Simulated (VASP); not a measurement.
Computed with PBEsol GGA, VASP's PBE PAW potentials (set 64) (plane waves; VASP).

A VASP calculation is set up with these files.

**KPOINTS**
```
k-points along high-symmetry lines
15
Line-mode
Reciprocal
  0.000000   0.000000   0.000000 ! GAMMA
  0.500000   0.000000   0.500000 ! X

  0.500000   0.000000   0.500000 ! X
  0.625000   0.250000   0.625000 ! U

  0.375000   0.375000   0.750000 ! K
  0.000000   0.000000   0.000000 ! GAMMA

  0.000000   0.000000   0.000000 ! GAMMA
  0.500000   0.500000   0.500000 ! L

  0.500000   0.500000   0.500000 ! L
  0.500000   0.250000   0.750000 ! W

  0.500000   0.250000   0.750000 ! W
  0.500000   0.000000   0.500000 ! X
```

INCAR:
```
SYSTEM = HfB
PREC = Accurate
ENCUT = 520
EDIFF = 1E-7
NELM = 100
ALGO = Normal
LREAL = .FALSE.
LASPH = .TRUE.
ISMEAR = 0
SIGMA = 0.05
GGA = PS
LMAXMIX = 6
LWAVE = .FALSE.
LCHARG = .FALSE.
LORBIT = 11
ICHARG = 11
```

POSCAR:
```
HfB
1
    0.0000000000     2.3950941715     2.3950941715
    2.3950941715     0.0000000000     2.3950941715
    2.3950941715     2.3950941715     0.0000000000
Hf B
1 1
Direct
  0.0000000000   0.0000000000   0.0000000000
  0.5000000000   0.5000000000   0.5000000000
```

POTCAR, in this order: Hf_pv B (PBE.64 set). Program: vasp_std. Read from the step before: CHGCAR.

The run wrote:

OSZICAR:
```
       N       E                     dE             d eps       ncg     rms          rms(c)
DAV:   1     0.174273088967E+02    0.17427E+02   -0.71599E+03  1800   0.116E+03
DAV:   2    -0.156935894753E+02   -0.33121E+02   -0.31326E+02  2358   0.190E+02
DAV:   3    -0.167615432103E+02   -0.10680E+01   -0.10103E+01  2478   0.242E+01
DAV:   4    -0.167735181640E+02   -0.11975E-01   -0.11838E-01  2370   0.232E+00
DAV:   5    -0.167737167475E+02   -0.19858E-03   -0.19843E-03  2460   0.188E-01
DAV:   6    -0.167737193456E+02   -0.25981E-05   -0.25978E-05  2380   0.153E-02
DAV:   7    -0.167737193857E+02   -0.40116E-07   -0.40709E-07  2426   0.137E-03
   1 F= -.16773719E+02 E0= -.16772757E+02  d E =-.192397E-02
```

File OUTCAR:
```
 val. band max:        5.7770034655   @ k =   0.2857   0.0000   0.2857

 cond. band min:       5.7962362033   @ k =   0.5536   0.1071   0.5536



 k-point     1 :       0.0000    0.0000    0.0000
  band No.  band energies     occupation
      1     -24.4972      2.00000
      2     -24.4972      2.00000
      3     -24.4972      2.00000
      4      -4.8819      2.00000
      5       6.3614      0.00000
      6       6.3614      0.00000
      7       6.3614      0.00000
      8       8.0110      0.00000
      9       8.0136      0.00000
     10       8.0236      0.00000

 k-point     2 :       0.0357    0.0000    0.0357
  band No.  band energies     occupation
      1     -24.5033      2.00000
      2     -24.4994      2.00000
      3     -24.4994      2.00000
      4      -4.8385      2.00000
      5       6.2928      0.00000
      6       6.2928      0.00000
      7       6.3033      0.00000
      8       7.0820      0.00000
      9       8.1328      0.00000
     10       8.1379      0.00000

 k-point     3 :       0.0714    0.0000    0.0714
  band No.  band energies     occupation
      1     -24.5211      2.00000
      2     -24.5060      2.00000
      3     -24.5060      2.00000
      4      -4.7097      2.00000
      5       6.1381      0.00000
      6       6.1381      0.00000
      7       6.1384      0.00000
      8       6.1432      0.00000
      9       8.1915      0.00000
     10       8.4649      0.00000

 k-point     4 :       0.1071    0.0000    0.1071
  band No.  band energies     occupation
      1     -24.5495      2.00000
      2     -24.5166      2.00000
      3     -24.5166      2.00000
      4      -4.5003      2.00000
      5       5.2631      2.00000
      6       5.8908      0.00489
      7       5.9720      0.00000
      8       5.9720      0.00000
      9       8.2746      0.00000
     10       8.9089      0.00000

 k-point     5 :       0.1429    0.0000    0.1429
  band No.  band energies     occupation
...
```

The density is held fixed in this step, so its total energy and stress have no physical meaning. Unless said otherwise, spin-orbit coupling is left out, though it shifts the bands of the heavy elements here.

The structure was generated: HfB was put into the rock salt type (Fm-3m), which need not be its known phase. It was relaxed first, which changed the volume by -37 %. The electron count is odd and the run is not spin-polarised, which forces a metal.
